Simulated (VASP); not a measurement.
Consider the following.

```yaml
crystal:
  lattice:
    - [0.00000, 3.20607, 3.20607]
    - [3.20607, 0.00000, 3.20607]
    - [3.20607, 3.20607, 0.00000]
  atoms:
    - { symbol: Mg, position: [0.25000, 0.25000, 0.25000] }
    - { symbol: Mg, position: [0.75000, 0.75000, 0.75000] }
    - { symbol: Ge, position: [0.00000, 0.00000, 0.00000] }
```

These are PBE GGA, VASP's PBE PAW potentials (set 64) (plane waves; VASP) values and carry that method's errors. Numerical set-up: 520 eV cut-off, Gaussian smearing of 0.050 eV, potentials Mg Ge_d.

**Question.** What does the run give for the band gap (along the path) with the smallest direct gap where there is one?

**Answer.** 
| Quantity | Value |
|---|---|
| band gap (along the path) | 0.15 eV |
| smallest direct gap (along the path) | 0.96 eV |

The absolute energy has meaning only against runs of the same code, potentials and settings.

The compound is Mg2Ge in the antifluorite structure. It was relaxed first.
